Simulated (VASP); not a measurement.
Output of a VASP run:

OSZICAR:
```
       N       E                     dE             d eps       ncg     rms          rms(c)
DAV:   1     0.432923533890E+02    0.43292E+02   -0.44126E+03  2352   0.101E+03
DAV:   2    -0.819717389290E+01   -0.51490E+02   -0.50044E+02  2352   0.206E+02
DAV:   3    -0.884209279799E+01   -0.64492E+00   -0.64400E+00  3304   0.309E+01
DAV:   4    -0.884640938336E+01   -0.43166E-02   -0.43152E-02  2976   0.187E+00
DAV:   5    -0.884645296519E+01   -0.43582E-04   -0.43580E-04  3416   0.121E-01    0.137E+01
DAV:   6    -0.839491831439E+01    0.45153E+00   -0.98941E-01  2720   0.140E+01    0.569E+00
DAV:   7    -0.831609897342E+01    0.78819E-01   -0.29477E-01  3048   0.709E+00    0.159E+00
DAV:   8    -0.831060273952E+01    0.54962E-02   -0.24898E-03  2568   0.794E-01    0.315E-01
DAV:   9    -0.831031100725E+01    0.29173E-03   -0.40253E-04  3160   0.323E-01    0.155E-02
DAV:  10    -0.831031858212E+01   -0.75749E-05   -0.37006E-06  2992   0.195E-02    0.247E-03
DAV:  11    -0.831031861136E+01   -0.29242E-07   -0.66676E-08  2800   0.327E-03
   1 F= -.83103186E+01 E0= -.83102096E+01  d E =-.326896E-03
```

**OUTCAR**
```
------------------------ aborting loop because EDIFF is reached ----------------------------------------
  FORCE on cell =-STRESS in cart. coord.  units (eV):
  Direction    XX          YY          ZZ          XY          YZ          ZX
  --------------------------------------------------------------------------------------
  Total        0.0318167      0.0318167      0.0318167      0.0000000      0.0000000      0.0000000
  in kB        3.4835814      3.4835814      3.4835814      0.0000000      0.0000000      0.0000000
  external PRESSURE =       3.4835814 kB  Pullay stress =       0.0000000 kB
  volume of cell :       14.63
      direct lattice vectors                 reciprocal lattice vectors
     0.000000000  1.941348022  1.941348022    -0.257552996  0.257552996  0.257552996
     1.941348022  0.000000000  1.941348022     0.257552996 -0.257552996  0.257552996
     1.941348022  1.941348022  0.000000000     0.257552996  0.257552996 -0.257552996
 POSITION                                       TOTAL-FORCE (eV/Angst)
 -----------------------------------------------------------------------------------
      0.00000      0.00000      0.00000         0.000000      0.000000     -0.000000
 -----------------------------------------------------------------------------------
    total drift:                                0.000000      0.000000      0.000000
  FREE ENERGIE OF THE ION-ELECTRON SYSTEM (eV)
  ---------------------------------------------------
  free  energy   TOTEN  =        -8.3103186114 eV

  energy  without entropy=       -8.3099917152  energy(sigma->0) =       -8.31020965
```
(Selected blocks of OUTCAR.)

POSCAR:
```
Ir
1
    0.0000000000     1.9413480217     1.9413480217
    1.9413480217     0.0000000000     1.9413480217
    1.9413480217     1.9413480217     0.0000000000
Ir
1
Direct
  0.0000000000   0.0000000000   0.0000000000
```

**Question.** Reconstruct the remaining input files.

**Answer.** One answer among several that fit: the input of the run itself, revPBE GGA, plane waves, VASP's PBE PAW potentials (set 64).

**KPOINTS**
```
Automatic mesh
0
Gamma
16 16 16
0 0 0
```

### INCAR
```
NELM  =  100   # most electronic steps
LMAXMIX  =  6
EDIFF  =  1E-7
LASPH  =  .True.   # aspherical one-centre terms
ENCUT  =  520
SIGMA  =  0.1
SYSTEM  =  Ir
ISIF  =  2   # forces and stress, cell fixed
LWAVE  =  .False.
GGA  =  RE
PREC  =  Accurate
LCHARG  =  .False.
ISMEAR  =  1
LREAL  =  .False.
ALGO  =  Normal
```

POTCAR, in this order: Ir (PBE.64 set). Program: vasp_std.

The compound is Ir in the fcc structure. It was relaxed first.
